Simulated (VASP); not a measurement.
OSZICAR of a VASP run on PbSe (rock salt):

OSZICAR:
```
       N       E                     dE             d eps       ncg     rms          rms(c)
DAV:   1     0.147152917188E+03    0.14715E+03   -0.84515E+03   980   0.120E+03
DAV:   2     0.193284301450E+01   -0.14522E+03   -0.14269E+03  1028   0.326E+02
DAV:   3    -0.948106181770E+01   -0.11414E+02   -0.11360E+02  1334   0.992E+01
DAV:   4    -0.971564104341E+01   -0.23458E+00   -0.23451E+00  1052   0.174E+01
DAV:   5    -0.972357306329E+01   -0.79320E-02   -0.79319E-02  1336   0.300E+00    0.290E+00
DAV:   6    -0.946979548541E+01    0.25378E+00   -0.67102E-01  1456   0.695E+00    0.170E+00
DAV:   7    -0.946017905139E+01    0.96164E-02   -0.94820E-02  1112   0.178E+00    0.865E-01
DAV:   8    -0.945877874737E+01    0.14003E-02   -0.86778E-03  1172   0.119E+00    0.930E-02
DAV:   9    -0.945852416424E+01    0.25458E-03   -0.17657E-03  1404   0.456E-01    0.424E-02
DAV:  10    -0.945853119167E+01   -0.70274E-05   -0.10457E-04  1070   0.760E-02    0.143E-02
DAV:  11    -0.945852877071E+01    0.24210E-05   -0.18812E-05  1274   0.498E-02    0.596E-03
DAV:  12    -0.945852870583E+01    0.64880E-07   -0.15950E-06  1332   0.174E-02    0.845E-04
DAV:  13    -0.945852870644E+01   -0.60390E-09   -0.73083E-08   610   0.365E-03
   1 F= -.94585287E+01 E0= -.94585287E+01  d E =0.000000E+00
```

### Question
Which electronic solver shows in the log?

### Answer
It is blocked Davidson (ALGO = Normal, or the opening steps of other solvers). The INCAR had ALGO = Normal.

### Question
Can the final energy be trusted as converged?

### Answer
Self-consistency was reached. It stopped with EDIFF = 1E-7, NELM = 100 (LDA (Ceperley-Alder, Perdew-Zunger), plane waves, VASP's LDA PAW potentials (set 64)).

The compound is PbSe in the rock salt structure. It was relaxed first.
